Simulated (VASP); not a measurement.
Method: PBE GGA, VASP's PBE PAW potentials (set 64) (plane waves; VASP).

VASP ran on this input.

**KPOINTS**
```
kpoints
0
Gamma
  6 6 4
0.5 0.5 0.5
```

**INCAR**
```
PREC  =  Accurate
LCHARG  =  F
ALGO  =  Normal   # blocked Davidson
NELM  =  100
ENCUT  =  240
GGA  =  PE   # PBE
LASPH  =  T
LWAVE  =  F
ISMEAR  =  -1   # Fermi-Dirac
LREAL  =  F   # projection in real space or not
SIGMA  =  0.1   # width (eV)
LMAXMIX  =  4
SYSTEM  =  PbO
ISIF  =  2   # forces and stress, cell fixed
EDIFF  =  1E-6
```

File POSCAR:
```
PbO
1
    3.9253030000     0.0000000000     0.0000000000
    0.0000000000     3.9253030000     0.0000000000
    0.0000000000     0.0000000000     5.1622290000
Pb O
2 2
Direct
  0.5000000000   0.0000000000   0.2259700000
  0.0000000000   0.5000000000   0.7740300000
  0.5000000000   0.5000000000   0.0000000000
  0.0000000000   0.0000000000   0.0000000000
```

POTCAR, in this order: Pb_d O (PBE.64 set). Program: vasp_std.

Output of the run:

**OSZICAR**
```
       N       E                     dE             d eps       ncg     rms          rms(c)
DAV:   1     0.328532292291E+03    0.32853E+03   -0.13564E+04   584   0.110E+03
DAV:   2     0.412366342575E+01   -0.32441E+03   -0.32028E+03   648   0.378E+02
DAV:   3    -0.240760066125E+02   -0.28200E+02   -0.28131E+02   720   0.127E+02
DAV:   4    -0.246491038672E+02   -0.57310E+00   -0.57265E+00   664   0.207E+01
DAV:   5    -0.246666911462E+02   -0.17587E-01   -0.17587E-01   752   0.305E+00    0.907E+00
DAV:   6    -0.221905117484E+02    0.24762E+01   -0.11888E+01   912   0.261E+01    0.476E+00
DAV:   7    -0.221110729350E+02    0.79439E-01   -0.91378E-01   576   0.560E+00    0.297E+00
DAV:   8    -0.220744497684E+02    0.36623E-01   -0.38699E-01   816   0.456E+00    0.100E+00
DAV:   9    -0.220536450283E+02    0.20805E-01   -0.99767E-02   904   0.255E+00    0.160E-01
DAV:  10    -0.220553841535E+02   -0.17391E-02   -0.99391E-03   616   0.581E-01    0.564E-02
DAV:  11    -0.220554480831E+02   -0.63930E-04   -0.59552E-04  1008   0.180E-01    0.485E-02
DAV:  12    -0.220554197119E+02    0.28371E-04   -0.83644E-05   800   0.114E-01    0.249E-02
DAV:  13    -0.220554181866E+02    0.15252E-05   -0.11930E-04   912   0.104E-01    0.135E-02
DAV:  14    -0.220554132227E+02    0.49640E-05   -0.32929E-05   880   0.640E-02    0.131E-03
DAV:  15    -0.220554134024E+02   -0.17967E-06   -0.16510E-06   520   0.765E-03
   1 F= -.22055413E+02 E0= -.22055405E+02  d E =-.175327E-04
```

### OUTCAR
```
------------------------ aborting loop because EDIFF is reached ----------------------------------------
  FORCE on cell =-STRESS in cart. coord.  units (eV):
  Direction    XX          YY          ZZ          XY          YZ          ZX
  --------------------------------------------------------------------------------------
  Total      -19.1384926    -19.1384926    -20.3155467      0.0000000     -0.0000000      0.0000000
  in kB     -385.5091332   -385.5091332   -409.2186874      0.0000000     -0.0000000      0.0000000
  external PRESSURE =    -393.4123179 kB  Pullay stress =       0.0000000 kB
  volume of cell :       79.54
      direct lattice vectors                 reciprocal lattice vectors
     3.925303000  0.000000000  0.000000000     0.254757403  0.000000000  0.000000000
     0.000000000  3.925303000  0.000000000     0.000000000  0.254757403  0.000000000
     0.000000000  0.000000000  5.162229000     0.000000000  0.000000000  0.193714769
 POSITION                                       TOTAL-FORCE (eV/Angst)
 -----------------------------------------------------------------------------------
      1.96265      0.00000      1.16651         0.000000      0.000000      1.140346
      0.00000      1.96265      3.99572         0.000000     -0.000000     -1.140346
      1.96265      1.96265      0.00000         0.000000      0.000000      0.000000
      0.00000      0.00000      0.00000         0.000000     -0.000000      0.000000
 -----------------------------------------------------------------------------------
    total drift:                               -0.000000      0.000000     -0.000000
  FREE ENERGIE OF THE ION-ELECTRON SYSTEM (eV)
  ---------------------------------------------------
  free  energy   TOTEN  =       -22.0554134024 eV

  energy  without entropy=      -22.0553958697  energy(sigma->0) =      -22.05540464
```
(Selected blocks of OUTCAR.)

At this cut-off the stress carries a Pulay error, which pulls relaxed volumes low.

The structure comes from a computed database's PbO entry; how it stands against other phases isn't given here. The cell was not relaxed at this level, and its volume differs by -8.7 % from the start's. The run is one of a series of settings (ENCUT = 240 against the base run), some of them coarse on purpose.
